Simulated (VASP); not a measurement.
Energy against volume of NiSi2 (fluorite). Method: rev-vdW-DF2, VASP's PBE PAW potentials (set 64) (plane waves; VASP).

```tsv
V (Å³/atom)	E (eV/atom)
12.622	-4.30902
13.025	-4.32614
13.428	-4.32998
13.831	-4.32295
14.233	-4.30719
```

**Question.** Fit a third-order Birch-Murnaghan equation of state.

**Answer.** 
| Quantity | Result |
|---|---|
| volume per atom | 13.36 Å³/atom |
| bulk modulus | 148 GPa |
| pressure derivative of the bulk modulus | 5.89 |
| lattice constant a | 543.2 pm |

Measured: a 5.406 Å (computed value off by +0.5 %), as given by Wikipedia, Nickel silicide. The calculation is for a static lattice, while the measured a holds thermal and zero-point effects, which are part of the difference.

The compound is NiSi2 in the fluorite structure. It was relaxed first. The run is not spin-polarised, so no magnetic state was tried.
